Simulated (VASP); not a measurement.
Input:

```
CELL_PARAMETERS angstrom
      5.91941     0.00000     0.00000
      0.00000     5.91941     0.00000
      0.00000     0.00000     5.91941
ATOMIC_POSITIONS crystal
  Hg 0.00000 0.00000 0.00000
  Te 0.27014 0.27014 0.27014
  Te 0.72986 0.72986 0.27014
  Te 0.72986 0.27014 0.72986
  Te 0.27014 0.72986 0.72986
  Be 0.50000 0.50000 0.00000
  Be 0.50000 0.00000 0.50000
  Be 0.00000 0.50000 0.50000
```

Computed with HSE06 screened hybrid, VASP's PBE PAW potentials (set 64) (plane waves; VASP). Run with 400 eV cut-off, 4×4×4 Γ-centred mesh, Gaussian smearing of 0.050 eV, potentials Hg Te Be.

Unless said otherwise, spin-orbit coupling is left out, though it shifts the bands of the heavy elements here.

Q: Estimate the energy per atom (σ→0), pressure, largest force, band gap (over the mesh, the named points and PBE's band edges) with the smallest direct gap where there is one.

A: 
```json
{
 "band gap (over the mesh, the named points and PBE's band edges)": "1.68 eV",
 "smallest direct gap (over the mesh, the named points and PBE's band edges)": "1.68 eV",
 "energy per atom (σ→0)": "-3.818 eV/atom",
 "pressure": "-1.40 GPa",
 "largest_force": "0.127 eV/Å"
}
```

The structure was generated: Be3HgTe4 was put into an ordered model structure (P-43m), which need not be its known phase. It was relaxed first.
